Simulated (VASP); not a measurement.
Given:

```
CELL_PARAMETERS angstrom
      0.00000     1.87644     1.87644
      1.87644     0.00000     1.87644
      1.87644     1.87644     0.00000
ATOMIC_POSITIONS crystal
  Ir 0.00000 0.00000 0.00000
```

The numbers are results of revTPSS meta-GGA, VASP's PBE PAW potentials (set 64) (plane waves; VASP), not measurements. Run with 520 eV cut-off, 16×16×16 Γ-centred mesh, first-order Methfessel-Paxton smearing of 0.10 eV, potentials Ir.

Unless said otherwise, spin-orbit coupling is left out, though it shifts the bands of the heavy elements here.

Problem. Estimate the energy per atom (σ→0), pressure, band gap (on the k-mesh) with the smallest direct gap where there is one.

Solution. 
The band gap (on the k-mesh) is none (metal, semimetal or under 0.01 eV). The energy per atom (σ→0) comes out as 31.196 eV/atom. The pressure is 28.85 GPa.

Only differences to runs with the same potentials and settings are physical.

The compound is Ir in the fcc structure. This cell is one point of a volume scan, at 0.94 of the reference volume.
